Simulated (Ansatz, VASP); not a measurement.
# Cross-check of WSe2 between VASP and Ansatz, part 2 of 2

One calculation is typed for both programs; each brings its own data sets. How far apart do they land? The cell is taken from a series of runs on this material, whose earlier steps may have relaxed, scaled, displaced or heated it; both programs get it as it stands.

VASP 6.6.1 and Ansatz 0.2.0.

So far. Step 2 (Ansatz: single point, r2SCAN): The run ends at a pressure of 1.31 GPa, with forces up to 0.038 eV/Å.

### Step 6. VASP: single point, r2SCAN with rVV10

Level of this step: r2SCAN with rVV10, no spin polarisation; plane waves and PAW (W, Se) (VASP).

A single point gives forces, pressure and levels at one fixed geometry, so differences don't come from the geometry; what else differs is listed under the comparison.

File INCAR:

```
SYSTEM = WSe2
PREC = Accurate
ENCUT = 660
EDIFF = 1E-06
NELM = 120
ISMEAR = 0
SIGMA = 0.01
LREAL = .FALSE.
ALGO = Normal
METAGGA = R2SCAN
LUSE_VDW = .TRUE.
IVDW_NL = 2
BPARAM = 11.95
CPARAM = 0.0093
LASPH = .TRUE.
NBANDS = 24
LORBIT = 11
LWAVE = .FALSE.
LCHARG = .FALSE.
ISIF = 2
GGA_COMPAT = .FALSE.
EFERMI = MIDGAP
LMIXTAU = .TRUE.
KPAR = 2
```

File POSCAR:

```
WSe2
1.0
    3.3002854036      0.0000000000      0.0000000000
   -1.6501427018      2.8581309993      0.0000000000
    0.0000000000      0.0000000000     13.1502320727
W Se
2 4
Direct
    0.3333333334      0.6666666668      0.2500000000
    0.6666666668      0.3333333334      0.7500000000
    0.3333333334      0.6666666668      0.6233271356
    0.6666666668      0.3333333334      0.1233271356
    0.3333333334      0.6666666668      0.8766728644
    0.6666666668      0.3333333334      0.3766728644
```

File KPOINTS:

```
Automatic mesh
0
Gamma
12 12 2
0 0 0
```

The projector-augmented-wave data sets are W and Se (PBE family, release 64).

Command:

```sh
$ mpirun -np 2 vasp_std
```

Numbers of over 12 decimals in the logs are rounded to 6 here.

Log:

```text
[banner, memory and clock lines left out]
running    2 mpi-ranks, on    1 nodes
[...]
|                                                                             |
|               ----> ADVICE to this user running VASP <----                  |
|                                                                             |
|     You have switched on vdW-DFT.                                           |
|     This routine was written and supplied by Jiri Klimes. We recommend      |
|     that you carefully read and cite the following publications:            |
|       J. Klimes, D.R. Bowler, A. Michelides                                 |
|          J. Phys.: Cond Matt. 22 022201 (2010)                              |
|       J. Klimes, D.R. Bowler, A. Michelides                                 |
|          Phys. Rev. B. 83, 195131 (2011)                                    |
|     and references therein.                                                 |
|                                                                             |

[...]
Total rVV10 correction in eV:      0.7385759    50.8315466
Total rVV10 correction in eV:      0.7385759    50.8315466
DAV:  20    -0.163036088935E+03   -0.60252E-05   -0.28557E-05  2448   0.307E-02    0.155E-02
Total rVV10 correction in eV:      0.7386050    50.8315466
Total rVV10 correction in eV:      0.7386050    50.8315466
DAV:  21    -0.163036087353E+03    0.15820E-05   -0.13856E-06  1408   0.934E-03    0.105E-02
Total rVV10 correction in eV:      0.7386229    50.8315466
Total rVV10 correction in eV:      0.7386229    50.8315466
DAV:  22    -0.163036089037E+03   -0.16839E-05   -0.41056E-06  1952   0.141E-02    0.289E-03
Total rVV10 correction in eV:      0.7386001    50.8315466
Total rVV10 correction in eV:      0.7386001    50.8315466
DAV:  23    -0.163036091795E+03   -0.27581E-05   -0.27224E-06  1400   0.121E-02    0.809E-03
Total rVV10 correction in eV:      0.7386157    50.8315466
Total rVV10 correction in eV:      0.7386157    50.8315466
DAV:  24    -0.163036091483E+03    0.31251E-06   -0.59252E-07  1176   0.527E-03
Total rVV10 correction in eV:      0.7386009    50.8315466
Total rVV10 correction in eV:      0.7386009    50.8315466
Total rVV10 correction in eV:      0.7386127    50.8315466
Total rVV10 correction in eV:      0.7386127    50.8315466
   1 F= -.16303609E+03 E0= -.16303609E+03  d E =0.000000E+00
```

From OUTCAR (step 6):

```text
  Total       -0.1661343     -0.1661343     -0.1822132     -0.0000000      0.0000000     -0.0000000
  in kB       -2.1458678     -2.1458678     -2.3535502     -0.0000000      0.0000000     -0.0000000
  external PRESSURE =      -2.2150953 kB  Pullay stress =       0.0000000 kB

 POSITION                                       TOTAL-FORCE (eV/Angst)
 -----------------------------------------------------------------------------------
      0.00000      1.90542      3.28756        -0.000000      0.000000     -0.000000
      1.65014      0.95271      9.86267        -0.000000     -0.000000     -0.000000
      0.00000      1.90542      8.19690         0.000000      0.000000      0.035646
      1.65014      0.95271      1.62178        -0.000000     -0.000000      0.035646
      0.00000      1.90542     11.52845         0.000000      0.000000     -0.035646
      1.65014      0.95271      4.95334        -0.000000     -0.000000     -0.035646
 -----------------------------------------------------------------------------------
    total drift:                               -0.000000     -0.000000      0.000000

  FREE ENERGIE OF THE ION-ELECTRON SYSTEM (eV)
  ---------------------------------------------------
  free  energy   TOTEN  =      -163.0360914826 eV

  energy  without entropy=     -163.0360914826  energy(sigma->0) =     -163.03609148

[... 2 parts as in an earlier step ...]

[... 1 further part left out ...]
[key lines of the parts left out:]
E-fermi :   5.4625
```

The run ends at a pressure of -0.22 GPa, with forces up to 0.036 eV/Å.

### Step 7. Ansatz: single point, r2SCAN with rVV10

The same cell, functional and mesh now go to Ansatz, which takes its cutoff from its data sets.

The cell is taken from a series of runs on this material, whose earlier steps may have relaxed, scaled, displaced or heated it; both programs get it as it stands.

File input.yaml:

```yaml
crystal:
  lattice:
    - [3.3002854036, 0.0, 0.0]
    - [-1.6501427018, 2.8581309993, 0.0]
    - [0.0, 0.0, 13.1502320727]
  atoms:
    - { symbol: W, position: [0.3333333333, 0.6666666667, 0.25] }
    - { symbol: W, position: [0.6666666667, 0.3333333333, 0.75] }
    - { symbol: Se, position: [0.3333333333, 0.6666666667, 0.6233271356] }
    - { symbol: Se, position: [0.6666666667, 0.3333333333, 0.1233271356] }
    - { symbol: Se, position: [0.3333333333, 0.6666666667, 0.8766728644] }
    - { symbol: Se, position: [0.6666666667, 0.3333333333, 0.3766728644] }
kpoints:
  mp_grid: { grid: [12, 12, 2] }
hamiltonian:
  xc: r2scan
  pseudopotentials: { kind: paw, source: ansatz }
  dispersion: rvv10
scf:
  occupations: { method: fixed }
  n_extra_bands: 6
  convergence: { dr2_threshold: 1.0e-09 }
output:
  eigenvalues: true
  forces: true
  stress: true
```

Command:

```sh
$ ansatz run input.yaml --threads 8 --pin off --max-ram 18432MiB --backend cpu --events-out ev --progress --plain --runs-dir out
```

Log:

```text
[...]
Crystal: 6 atoms, lattice volume = 124.042 Å³
Basis set: ecut = 950 eV, 8245 PW (Γ), exchange–correlation on 180×180×648 points (64 copies of the dense FFT grid, shifted against one another)
Bands: 66, of which v1, the nominal top of the filled ones, is band 60 counted from 1 (59 counted from 0)
Symmetry: 24 space group operations
[...]
k-point 0: bands = [... 56 lower, 12.6797, 13.0399, 13.2630, 14.3223, 17.0940, 17.0940, 17.1352, 17.1352, ... 2 higher]
  k-point 1: bands = [... 56 lower, 12.6566, 12.6566, 14.0756, 14.0756, 17.1005, 17.1005, 17.1005, 17.1005, ... 2 higher]
  k-point 2: bands = [... 56 lower, 12.6217, 13.2733, 13.2792, 14.1537, 16.8739, 16.9167, 16.9636, 17.0203, ... 2 higher]
  k-point 37: bands = [... 56 lower, 11.4730, 11.4730, 13.9695, 13.9695, 15.6967, 15.6967, 16.9610, 16.9610, ... 2 higher]
[key lines of the parts left out:]
SCF converged after 11 iterations
Free energy (F): -57689.792372 eV
Fermi energy:    14.322270 eV
P = ⅓ Tr σ = 0.0070 GPa (0.070 kbar)
```

The run ends at a pressure of 0.01 GPa, with forces up to 6.3e-4 eV/Å.

### Step 8. Comparison

What differs besides the data sets and the points named for the pairs above, as far as they apply: the data sets hold 120 valence electrons in Ansatz (on PAW files that the input asks for by source) and 36 in VASP. Total energies have different zeros and are not compared.

The two programs side by side:

```
              quantity  Ansatz   VASP  difference
        pressure (GPa)    0.01  -0.22       +0.23
gap on the k mesh (eV)   1.145  1.142      +0.003
```

At this near-relaxed geometry the largest component of a force difference is 36 meV/Å. A gap on the mesh is an upper bound, since the band edges may lie between its points; neither run holds spin-orbit coupling, which can move the band edges of a compound of W.

### Step 9. VASP: single point, r2SCAN with D4

With cell and atoms fixed, the geometry can't cause a difference; cores, projectors, grids and the points listed under the comparison can.

INCAR, as its differences from that of step 6:

```diff
@@ -10,6 +10,7 @@
 METAGGA = R2SCAN
-LUSE_VDW = .TRUE.
-IVDW_NL = 2
-BPARAM = 11.95
-CPARAM = 0.0093
+IVDW = 13
+VDW_S6 = 1
+VDW_S8 = 0.6018749
+VDW_A1 = 0.51559235
+VDW_A2 = 5.77342911
 LASPH = .TRUE.
```

POSCAR is that of step 6.

KPOINTS is that of step 6.

Command:

```sh
$ mpirun -np 2 vasp_std
```

Log:

```text
[banner, memory and clock lines left out]
running    2 mpi-ranks, on    1 nodes
[...]
[... a notice as in an earlier step ...]

 LDA part: xc-table for (None), standard interpolation
 POSCAR, INCAR and KPOINTS ok, starting setup
[...]
entering main loop
       N       E                     dE             d eps       ncg     rms          rms(c)
[... 24 cycles as in an earlier step ...]
   1 F= -.16476275E+03 E0= -.16476275E+03  d E =0.000000E+00
```

OUTCAR, selected parts (step 9):

```text
  Edisp (eV):   -0.98593

  Total      -0.38008    -0.38008    -0.45918     0.00000     0.00000     0.00000
  in kB      -4.90933    -4.90933    -5.93100     0.00000     0.00000     0.00000
  external pressure =       -5.25 kB  Pullay stress =        0.00 kB

 POSITION                                       TOTAL-FORCE (eV/Angst)
 -----------------------------------------------------------------------------------
      0.00000      1.90542      3.28756        -0.000000      0.000000      0.000000
      1.65014      0.95271      9.86267        -0.000000     -0.000000      0.000000
      0.00000      1.90542      8.19690         0.000000      0.000000      0.101888
      1.65014      0.95271      1.62178         0.000000     -0.000000      0.101888
      0.00000      1.90542     11.52845         0.000000      0.000000     -0.101888
      1.65014      0.95271      4.95334         0.000000      0.000000     -0.101888
 -----------------------------------------------------------------------------------
    total drift:                               -0.000000     -0.000000      0.000000

  FREE ENERGIE OF THE ION-ELECTRON SYSTEM (eV)
  ---------------------------------------------------
  free  energy   TOTEN  =      -164.7627536326 eV

  energy  without entropy=     -164.7627536326  energy(sigma->0) =     -164.76275363

[... 2 parts as in an earlier step ...]

[... 1 further part left out ...]
[key lines of the parts left out:]
E-fermi :   5.4789
```

The run ends at a pressure of -0.52 GPa, with forces up to 0.10 eV/Å.

### Step 10. Ansatz: single point, r2SCAN with D4

The same cell, functional and mesh now go to Ansatz, which takes its cutoff from its data sets.

The cell is taken from a series of runs on this material, whose earlier steps may have relaxed, scaled, displaced or heated it; both programs get it as it stands.

input.yaml, as its differences from that of step 7:

```diff
@@ -17,3 +17,3 @@
   pseudopotentials: { kind: paw, source: ansatz }
-  dispersion: rvv10
+  dispersion: d4
 scf:
```

Command:

```sh
$ ansatz run input.yaml --threads 8 --pin off --max-ram 18432MiB --backend cpu --events-out ev --progress --plain --runs-dir out
```

Log:

```text
[...]
Crystal: 6 atoms, lattice volume = 124.042 Å³
Basis set: ecut = 950 eV, 8245 PW (Γ), exchange–correlation on 180×180×648 points (64 copies of the dense FFT grid, shifted against one another)
Bands: 66, of which v1, the nominal top of the filled ones, is band 60 counted from 1 (59 counted from 0)
Symmetry: 24 space group operations
[...]
k-point 0: bands = [... 56 lower, 12.6961, 13.0537, 13.2948, 14.3376, 17.1096, 17.1096, 17.1510, 17.1510, ... 2 higher]
  k-point 1: bands = [... 56 lower, 12.6730, 12.6730, 14.0926, 14.0926, 17.1160, 17.1160, 17.1160, 17.1160, ... 2 higher]
  k-point 2: bands = [... 56 lower, 12.6395, 13.2857, 13.3095, 14.1695, 16.8942, 16.9367, 16.9827, 17.0361, ... 2 higher]
  k-point 37: bands = [... 56 lower, 11.4877, 11.4877, 13.9950, 13.9950, 15.7187, 15.7187, 17.0006, 17.0006, ... 2 higher]
[key lines of the parts left out:]
SCF converged after 11 iterations
Free energy (F): -57701.529402 eV
Fermi energy:    14.337567 eV
P = ⅓ Tr σ = 0.1481 GPa (1.481 kbar)
```

The run ends at a pressure of 0.15 GPa, with forces up to 0.028 eV/Å.

### Step 11. Differences

What differs besides the data sets and the points named for the pairs above, as far as they apply: the data sets hold 120 valence electrons in Ansatz (on PAW files that the input asks for by source) and 36 in VASP. Total energies have different zeros and are not compared.

The two programs side by side:

```
              quantity  Ansatz   VASP  difference
        pressure (GPa)    0.15  -0.52       +0.67
gap on the k mesh (eV)   1.167  1.165      +0.003
```

Forces (eV/Å; atoms numbered as in POSCAR):

```
atom        Ansatz x, y, z          VASP x, y, z
  W1   0.000, 0.000, 0.000   0.000, 0.000, 0.000
  W2   0.000, 0.000, 0.000   0.000, 0.000, 0.000
 Se3   0.000, 0.000, 0.028   0.000, 0.000, 0.102
 Se4   0.000, 0.000, 0.028   0.000, 0.000, 0.102
 Se5  0.000, 0.000, -0.028  0.000, 0.000, -0.102
 Se6  0.000, 0.000, -0.028  0.000, 0.000, -0.102
```

The forces differ by 35 meV/Å r.m.s., where the r.m.s. force is 0.013 eV/Å in Ansatz and 0.048 eV/Å in VASP: the atoms lie near their places of rest in Ansatz, so a percentage would say little (all taken over all components). A gap on the mesh is an upper bound, since the band edges may lie between its points; neither run holds spin-orbit coupling, which can move the band edges of a compound of W.

### Step 12. Outcome

```yaml
r_m_s_force_difference_single_point_r2scan: 34 meV/Å
difference_in_pressure_single_point_r2scan: 0.67 GPa
r_m_s_force_difference_single_point_r2scan_with_rvv10: 17 meV/Å
r_m_s_force_difference_single_point_r2scan_with_d4: 35 meV/Å
difference_in_pressure_single_point_r2scan_with_d4: 0.67 GPa
```

The r.m.s. force difference is 35 meV/Å (single point, r2SCAN with D4), beyond the 12 meV/Å picked in this series as the mark of a large difference. The data sets hold unlike numbers of valence electrons (120 in Ansatz and 36 in VASP), so part of the differences comes from the potentials. Single point, r2SCAN, VASP with the data sets W_sv and Se_sv_GW: r.m.s. force difference goes from 34 to 8.0 meV/Å; the difference in pressure goes from 0.67 to 0.31 GPa; the difference in gap on the k mesh goes from 0.0027 to 9.8e-4 eV. What causes the difference of the single point, r2SCAN with rVV10 pair stays open here. What causes the difference of the single point, r2SCAN with D4 pair stays open here. How closely two codes agree says nothing of how well the functional describes the real material.

[Lines on the potential files, build, host, timing and source positions are cut from VASP's logs without a mark.]

[Logs are printed without paths, hosts, clocks, repeated set-up lines and the standing remarks that a program may print on its own settings, such as how far it seeks lower states.]

[Hosts, paths, dates, database ids (printed as entryN), source tags and the programs' standing remarks are cut or masked in the printed files.]
